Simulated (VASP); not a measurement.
OSZICAR of a VASP run on CeO$_{2}$ (fluorite):

**OSZICAR**
```
       N       E                     dE             d eps       ncg     rms          rms(c)
DAV:   1     0.229279187365E+03    0.22928E+03   -0.11495E+04   648   0.195E+03
DAV:   2     0.253711405350E+02   -0.20391E+03   -0.19939E+03   912   0.311E+02
DAV:   3    -0.169057675365E+02   -0.42277E+02   -0.39127E+02   912   0.145E+02
DAV:   4    -0.183696449157E+02   -0.14639E+01   -0.14637E+01   848   0.327E+01
DAV:   5    -0.184568835023E+02   -0.87239E-01   -0.87232E-01  1128   0.733E+00    0.378E+01
DAV:   6    -0.399825522494E+02   -0.21526E+02   -0.14836E+02   704   0.141E+02    0.160E+01
DAV:   7    -0.382820621214E+02    0.17005E+01   -0.16560E+01   968   0.377E+01    0.694E+00
DAV:   8    -0.388163406737E+02   -0.53428E+00   -0.17862E+01   952   0.435E+01    0.970E+00
DAV:   9    -0.379527904279E+02    0.86355E+00   -0.72803E+00   864   0.190E+01    0.435E+00
DAV:  10    -0.381421372503E+02   -0.18935E+00   -0.10083E+00  1016   0.806E+00    0.372E+00
DAV:  11    -0.380025983089E+02    0.13954E+00   -0.10834E+00   944   0.814E+00    0.121E+00
DAV:  12    -0.379971078237E+02    0.54905E-02   -0.15306E-01   808   0.342E+00    0.615E-01
DAV:  13    -0.380075863696E+02   -0.10479E-01   -0.24343E-02   864   0.197E+00    0.775E-01
DAV:  14    -0.380077570253E+02   -0.17066E-03   -0.15660E-02   872   0.129E+00    0.300E-01
DAV:  15    -0.380111184544E+02   -0.33614E-02   -0.23683E-02   944   0.112E+00    0.336E-01
DAV:  16    -0.380097762648E+02    0.13422E-02   -0.11501E-02   944   0.853E-01    0.891E-02
DAV:  17    -0.380099569377E+02   -0.18067E-03   -0.23653E-04   864   0.138E-01    0.783E-02
DAV:  18    -0.380099291974E+02    0.27740E-04   -0.49709E-05   992   0.702E-02    0.487E-02
DAV:  19    -0.380099552327E+02   -0.26035E-04   -0.25532E-04   968   0.140E-01    0.104E-02
DAV:  20    -0.380099575576E+02   -0.23249E-05   -0.91405E-06   856   0.328E-02    0.629E-03
DAV:  21    -0.380099583826E+02   -0.82499E-06   -0.33852E-06  1032   0.153E-02    0.266E-03
DAV:  22    -0.380099576877E+02    0.69492E-06   -0.64415E-07   736   0.730E-03    0.856E-04
DAV:  23    -0.380099582585E+02   -0.57085E-06   -0.72405E-08   440   0.332E-03    0.391E-04
DAV:  24    -0.380099580275E+02    0.23101E-06   -0.18948E-08   424   0.171E-03    0.580E-04
DAV:  25    -0.380099581585E+02   -0.13101E-06   -0.13882E-08   416   0.131E-03    0.209E-04
DAV:  26    -0.380099581516E+02    0.69381E-08   -0.97266E-09   416   0.925E-04
   1 F= -.38009958E+02 E0= -.38009958E+02  d E =-.941096E-13
```

Which electronic solver shows in the log?

It is blocked Davidson (ALGO = Normal, or the opening steps of other solvers). The INCAR had ALGO = Normal.

How was spin treated?

Without spin polarisation: there is no mag entry.

Can the final energy be trusted as converged?

The run converged. It stopped with EDIFF = 1E-7, NELM = 100 (TPSS meta-GGA, plane waves, VASP's PBE PAW potentials (set 64)).

The compound is CeO2 in the fluorite structure. This cell is one point of a volume scan, at 1.03 of the reference volume. The run is not spin-polarised, so no magnetic state was tried.
